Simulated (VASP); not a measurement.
Level of theory: TPSS meta-GGA, VASP's PBE PAW potentials (set 64) (plane waves; VASP).

The input files of a VASP run:

**POSCAR**
```
Cd
1
    1.4900000000    -2.5807560000     0.0000000000
    1.4900000000     2.5807560000     0.0000000000
    0.0000000000     0.0000000000     5.6200000000
Cd
2
Direct
  0.3333330000   0.6666670000   0.2500000000
  0.6666670000   0.3333330000   0.7500000000
```

**KPOINTS**
```
K-points
0
Gamma
  13 13 6
0 0 0
```

### INCAR
```
ALGO = Normal
EDIFF = 1E-6
EDIFFG = -0.01
ENCUT = 520
IBRION = 2
ISIF = 3
ISMEAR = 1
LASPH = .True.
LCHARG = .False.
LMAXMIX = 4
LMIXTAU = .True.
LREAL = .False.
LWAVE = .False.
METAGGA = TPSS
NELM = 100
NSW = 60
PREC = Accurate
SIGMA = 0.1
SYSTEM = Cd
```

POTCAR, in this order: Cd (PBE.64 set). Program: vasp_std.

Output

File OUTCAR:
```
 ion  position               nearest neighbor table
   1  0.333  0.667  0.250-   2 3.29   2 3.29   2 3.29   2 3.29   2 3.29   2 3.29
   2  0.667  0.333  0.750-   1 3.29   1 3.29   1 3.29   1 3.29   1 3.29   1 3.29
  LATTYP: Found a hexagonal cell.
 ALAT       =     2.9800002570
 C/A-ratio  =     1.8859058776
 Subroutine PRICEL returns:
 Original cell was already a primitive cell.
 Subroutine GETGRP returns: Found 24 space group operations
The static configuration has the point symmetry D_3d.
 The point group associated with its full space group is D_6h.
The dynamic configuration has the point symmetry D_3d.
 Subroutine INISYM returns: Found 24 space group operations
 Subroutine IBZKPT returns following result:
 Found     84 irreducible k-points:

 Following reciprocal coordinates:
            Coordinates               Weight
  0.000000  0.000000  0.000000      1.000000
  0.076923 -0.000000  0.000000      6.000000
  0.153846  0.000000  0.000000      6.000000
  0.230769  0.000000  0.000000      6.000000
  0.307692  0.000000  0.000000      6.000000
  0.384615 -0.000000  0.000000      6.000000
  0.461538 -0.000000  0.000000      6.000000
  0.076923  0.076923  0.000000      6.000000
  0.153846  0.076923  0.000000     12.000000
  0.230769  0.076923  0.000000     12.000000
  0.307692  0.076923  0.000000     12.000000
  0.384615  0.076923  0.000000     12.000000
  0.461538  0.076923  0.000000      6.000000
  0.153846  0.153846  0.000000      6.000000
  0.230769  0.153846  0.000000     12.000000
  0.307692  0.153846  0.000000     12.000000
  0.384615  0.153846  0.000000     12.000000
  0.230769  0.230769  0.000000      6.000000
  0.307692  0.230769  0.000000     12.000000
  0.384615  0.230769  0.000000      6.000000
  0.307692  0.307692  0.000000      6.000000
  0.000000  0.000000  0.166667      2.000000
...
```

File OSZICAR:
```
       N       E                     dE             d eps       ncg     rms          rms(c)
DAV:   1     0.175486905754E+03    0.17549E+03   -0.14624E+04  2720   0.172E+03
DAV:   2    -0.154466619127E+02   -0.19093E+03   -0.18601E+03  2744   0.437E+02
DAV:   3    -0.202967834657E+02   -0.48501E+01   -0.48384E+01  3728   0.844E+01
DAV:   4    -0.203178140860E+02   -0.21031E-01   -0.21029E-01  3336   0.655E+00
DAV:   5    -0.203180733718E+02   -0.25929E-03   -0.25927E-03  3672   0.566E-01    0.514E+00
DAV:   6     0.578587925297E+02    0.78177E+02   -0.24355E+04  2688   0.217E+05    0.500E+00
DAV:   7    -0.173030596973E+02   -0.75162E+02   -0.20090E+02  2696   0.523E+03    0.452E+00
DAV:   8    -0.175206422903E+02   -0.21758E+00   -0.62171E+00  4072   0.312E+01    0.819E-01
DAV:   9    -0.180586788107E+02   -0.53804E+00   -0.17190E+00  2792   0.170E+01    0.919E-01
DAV:  10    -0.180710419625E+02   -0.12363E-01   -0.21999E-02  3408   0.151E+00    0.401E-01
DAV:  11    -0.177349042565E+02    0.33614E+00   -0.36696E+03  2688   0.475E+04    0.304E-01
DAV:  12    -0.177468202622E+02   -0.11916E-01   -0.11041E-02  4288   0.160E+00    0.197E-01
DAV:  13    -0.177446772783E+02    0.21430E-02   -0.22878E-04  4120   0.177E-01    0.192E-01
DAV:  14    -0.555690790755E+02   -0.37824E+02   -0.37246E+02  4216   0.127E+00    0.718E+01
DAV:  15    -0.387862292839E+02    0.16783E+02   -0.34542E+02  3336   0.255E+01    0.487E+00
DAV:  16    -0.187224884414E+02    0.20064E+02   -0.66210E+01  2752   0.244E+01    0.238E+00
DAV:  17    -0.175315201907E+02    0.11910E+01   -0.58626E+03  2688   0.758E+04    0.144E+00
DAV:  18    -0.180691884925E+02   -0.53767E+00   -0.25176E+00  2760   0.189E+01    0.126E+00
DAV:  19    -0.180694081355E+02   -0.21964E-03   -0.60808E-03  3272   0.680E-01    0.907E-01
DAV:  20    -0.180690474578E+02    0.36068E-03   -0.13783E-04  2984   0.143E-01    0.843E-01
DAV:  21    -0.180690540877E+02   -0.66299E-05   -0.45905E-03  2840   0.879E-01    0.541E-01
DAV:  22    -0.180690326992E+02    0.21388E-04   -0.29022E-04  2816   0.196E-01    0.498E-01
DAV:  23    -0.180688335893E+02    0.19911E-03   -0.75828E-05  2944   0.112E-01    0.397E-01
DAV:  24    -0.180687806701E+02    0.52919E-04   -0.94135E-05  2880   0.112E-01    0.231E-01
DAV:  25    -0.180687496207E+02    0.31049E-04   -0.61418E-05  2928   0.903E-02    0.102E-01
DAV:  26    -0.180687456445E+02    0.39763E-05   -0.25501E-05  2848   0.677E-02    0.659E-02
DAV:  27    -0.180687396182E+02    0.60262E-05   -0.27604E-05  2864   0.665E-02    0.460E-02
DAV:  28    -0.180687349538E+02    0.46644E-05   -0.10237E-05  2760   0.417E-02    0.290E-02
DAV:  29    -0.180687326771E+02    0.22767E-05   -0.48493E-06  2192   0.286E-02    0.103E-02
DAV:  30    -0.180687316934E+02    0.98370E-06   -0.50962E-07  2104   0.937E-03
   1 F= -.18068732E+02 E0= -.18068567E+02  d E =-.180687E+02
       N       E                     dE             d eps       ncg     rms          rms(c)
DAV:   1    -0.180974766386E+02   -0.28744E-01   -0.12080E+00  2840   0.104E+01    0.819E-01
DAV:   2    -0.180791428602E+02    0.18334E-01   -0.13364E-02  2816   0.164E+00    0.452E-01
DAV:   3    -0.180728021690E+02    0.63407E-02   -0.11298E-02  2888   0.100E+00    0.146E-01
DAV:   4    -0.180724805131E+02    0.32166E-03   -0.14579E-03  2888   0.411E-01    0.864E-02
DAV:   5    -0.180711424471E+02    0.13381E-02   -0.13244E-03  2736   0.442E-01    0.261E-02
DAV:   6    -0.180727959046E+02   -0.16535E-02   -0.85542E-04  2720   0.360E-01    0.460E-03
DAV:   7    -0.180729142908E+02   -0.11839E-03   -0.60263E-05  2832   0.101E-01    0.337E-03
DAV:   8    -0.180729144494E+02   -0.15863E-06   -0.18971E-07  1856   0.543E-03
   2 F= -.18072914E+02 E0= -.18073016E+02  d E =-.418276E-02
       N       E                     dE             d eps       ncg     rms          rms(c)
DAV:   1    -0.180881022905E+02   -0.15188E-01   -0.67031E-01  2856   0.771E+00    0.614E-01
DAV:   2    -0.180776234922E+02    0.10479E-01   -0.74026E-03  2848   0.123E+00    0.338E-01
DAV:   3    -0.180740040648E+02    0.36194E-02   -0.65430E-03  2904   0.767E-01    0.110E-01
DAV:   4    -0.180738397530E+02    0.16431E-03   -0.82985E-04  2912   0.316E-01    0.659E-02
DAV:   5    -0.180730318827E+02    0.80787E-03   -0.79423E-04  2736   0.347E-01    0.199E-02
DAV:   6    -0.180740309084E+02   -0.99903E-03   -0.51941E-04  2720   0.285E-01    0.356E-03
DAV:   7    -0.180741067514E+02   -0.75843E-04   -0.36832E-05  2816   0.798E-02    0.254E-03
DAV:   8    -0.180741067171E+02    0.34345E-07   -0.13096E-07  1736   0.447E-03
   3 F= -.18074107E+02 E0= -.18073984E+02  d E =-.537502E-02
       N       E                     dE             d eps       ncg     rms          rms(c)
DAV:   1    -0.180745069022E+02   -0.40015E-03   -0.17276E-02  2840   0.124E+00    0.979E-02
DAV:   2    -0.180742299029E+02    0.27700E-03   -0.18924E-04  2864   0.197E-01    0.539E-02
DAV:   3    -0.180741391956E+02    0.90707E-04   -0.17824E-04  2912   0.126E-01    0.174E-02
DAV:   4    -0.180741304301E+02    0.87655E-05   -0.23376E-05  2888   0.544E-02    0.107E-02
DAV:   5    -0.180741112656E+02    0.19164E-04   -0.26305E-05  2720   0.650E-02    0.354E-03
DAV:   6    -0.180741377237E+02   -0.26458E-04   -0.17553E-05  2720   0.538E-02    0.671E-04
DAV:   7    -0.180741420148E+02   -0.42910E-05   -0.12016E-06  2072   0.145E-02    0.404E-04
DAV:   8    -0.180741419054E+02    0.10936E-06   -0.13360E-08  1400   0.157E-03
   4 F= -.18074142E+02 E0= -.18073990E+02  d E =-.541021E-02
       N       E                     dE             d eps       ncg     rms          rms(c)
DAV:   1    -0.181020875474E+02   -0.27946E-01   -0.60378E-01  2704   0.991E+00    0.120E+00
DAV:   2    -0.180766466032E+02    0.25441E-01   -0.68847E-02  2800   0.363E+00    0.375E-01
DAV:   3    -0.180750764874E+02    0.15701E-02   -0.32388E-03  2992   0.640E-01    0.298E-01
DAV:   4    -0.180741158454E+02    0.96064E-03   -0.14155E-03  2960   0.335E-01    0.419E-02
DAV:   5    -0.180746827023E+02   -0.56686E-03   -0.37702E-04  2736   0.209E-01    0.241E-02
DAV:   6    -0.180746557772E+02    0.26925E-04   -0.42051E-05  2800   0.731E-02    0.154E-02
DAV:   7    -0.180746834926E+02   -0.27715E-04   -0.34630E-05  2792   0.602E-02    0.279E-03
DAV:   8    -0.180746892479E+02   -0.57553E-05   -0.17461E-06  2248   0.136E-02    0.104E-03
DAV:   9    -0.180746888975E+02    0.35039E-06   -0.44950E-08  1448   0.253E-03
   5 F= -.18074689E+02 E0= -.18074567E+02  d E =-.546992E-03
```

File OUTCAR:
```
------------------------ aborting loop because EDIFF is reached ----------------------------------------
  FORCE on cell =-STRESS in cart. coord.  units (eV):
  Direction    XX          YY          ZZ          XY          YZ          ZX
  --------------------------------------------------------------------------------------
  Total        0.0197859      0.0197859      0.0026710      0.0000000      0.0000000      0.0000000
  in kB        0.7374755      0.7374757      0.0995557      0.0000000      0.0000000      0.0000000
  external PRESSURE =       0.5248357 kB  Pullay stress =       0.0000000 kB
  volume of cell :       42.99
      direct lattice vectors                 reciprocal lattice vectors
     1.501816572 -2.601222911  0.000000000     0.332930139 -0.192217283  0.000000000
     1.501816572  2.601222911  0.000000000     0.332930139  0.192217283  0.000000000
    -0.000000000 -0.000000000  5.501666402    -0.000000000  0.000000000  0.181763111
 POSITION                                       TOTAL-FORCE (eV/Angst)
 -----------------------------------------------------------------------------------
      1.50182      0.86708      1.37542        -0.000000      0.000000      0.000000
      1.50182     -0.86708      4.12625         0.000000     -0.000000      0.000000
 -----------------------------------------------------------------------------------
    total drift:                                0.000000      0.000197      0.000002
  FREE ENERGIE OF THE ION-ELECTRON SYSTEM (eV)
  ---------------------------------------------------
  free  energy   TOTEN  =       -18.0746888975 eV

  energy  without entropy=      -18.0743240276  energy(sigma->0) =      -18.07456727

 reached required accuracy - stopping structural energy minimisation
```
(Selected blocks of OUTCAR.)

**CONTCAR**
```
Cd
   1.00000000000000
     1.5018165723609023   -2.6012229107164258    0.0000000000000000
     1.5018165723609023    2.6012229107164258    0.0000000000000000
    -0.0000000000000000   -0.0000000000000000    5.5016664020006640
  Cd
     2
Direct
     0.3333330000000032    0.6666669999999968    0.2500000000000000
     0.6666669999999968    0.3333330000000032    0.7500000000000000
```

The compound is Cd in the hcp structure. This run relaxes it. Symmetry was kept, so distortions that lower it aren't found.
